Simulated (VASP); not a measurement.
Set up this calculation in VASP 6.6.1, as the native input.

```
Task                   : single point
Functional             : LDA
Potentials or basis    : VASP PAW LDA potentials, release 64 (Mg, S)
Cutoff                 : 520 eV
k mesh                 : 6 × 6 × 6
Occupations            : gaussian, width 0.1 eV
Spin                   : no spin polarisation
Dipole correction      : no
Further INCAR settings : ALGO = Normal; EDIFF = 1e-07; NBANDS = 11
```

The structure of MgS lies in POSCAR:

```
MgS
1.0
    0.0000000000      2.8300000000      2.8300000000
    2.8300000000      0.0000000000      2.8300000000
    2.8300000000      2.8300000000      0.0000000000
Mg S
1 1
Direct
    0.0000000000      0.0000000000      0.0000000000
    0.2500000000      0.2500000000      0.2500000000
```

The cell was built by a generator and needn't be a form met in nature.

One way to write it, as run:

INCAR

```
PREC = Accurate
ENCUT = 520
EDIFF = 1E-7
ISMEAR = 0
SIGMA = 0.1
LREAL = F
LASPH = T
NELM = 100
ALGO = Normal
ISIF = 2
LWAVE = F
LCHARG = F
GGA = CA
NBANDS = 11
```

KPOINTS

```
Automatic mesh
0
Gamma
  6 6 6
```

Potentials or basis: VASP PAW LDA potentials, release 64 (Mg, S).

Command:

```console
$ cat potpaw_LDA.64/Mg/POTCAR potpaw_LDA.64/S/POTCAR > POTCAR
$ mpirun -np 1 vasp_std > vasp.out
```

Results of the run:

* Pressure: -2.3 GPa
* Band gap on the k mesh: 3.20 eV, direct

Wall time 6.4 s on 1 thread of Intel(R) Xeon(R) Platinum 8488C (Sapphire Rapids), with other jobs on the host, peak memory 0.14 GiB.
